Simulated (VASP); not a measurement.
Molecule: FH, in a box.

```xyz
2
Lattice="11.3061 0.0000 0.0000 0.0000 11.8061 0.0000 0.0000 0.0000 12.3061" Properties=species:S:1:pos:R:3 pbc="T T T"
F     5.6931    5.7222    6.5561
H     5.6126    6.1866    5.7453
```

Base run:

| Quantity | Value |
| --- | --- |
| Program | VASP 6.6.1 |
| Functional | PBE |
| Potentials or basis | VASP PAW PBE potentials, release 64 (F, H) |
| Cutoff | 400 eV |
| k mesh | 1 × 1 × 1 |
| Occupations | gaussian, width 0.01 eV |
| Spin | no spin polarisation |

Its results: gap between the frontier levels 8.53 eV.

Problem. The run is repeated on the same cell with these changes: functional from PBE to RPBE. What comes out?

Solution. Gap between the frontier levels 8.39 eV.

